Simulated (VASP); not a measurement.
MgCdTe2 (space group P-4m2): the band gap from VASP (plane waves, PAW) at several levels of theory. Gaps are without spin-orbit coupling. Each level names its cell: its own relaxed one, PBE's, or the starting one. A gap is the smallest over the k-mesh and a band path; hybrids may have named points in place of the path, and GW has the mesh alone.

```
level              band gap (eV)
-----------------  -------------
LDA (own cell)              1.47
PBEsol (own cell)           1.44
HSE06 (PBE cell)            2.17
```

The cell of the LDA (own cell) run:

```yaml
crystal:
  lattice:
    - [4.52432, 0.00000, 0.00000]
    - [0.00000, 4.52432, 0.00000]
    - [0.00000, 0.00000, 6.33934]
  atoms:
    - { symbol: Mg, position: [0.50000, 0.50000, 0.50000] }
    - { symbol: Cd, position: [0.00000, 0.00000, 0.00000] }
    - { symbol: Te, position: [0.00000, 0.50000, 0.25431] }
    - { symbol: Te, position: [0.50000, 0.00000, 0.74569] }
```

Only levels that ran to the end are used. Left out are those held back, those with too coarse a band path, GW runs whose mesh misses a band edge, hybrids' fits of cells that aren't cubic and levels without matching references; a question may draw on a part of the rest.

The structure comes from a computed database's MgCdTe2 entry (P-4m2); how it stands against other phases isn't given here.
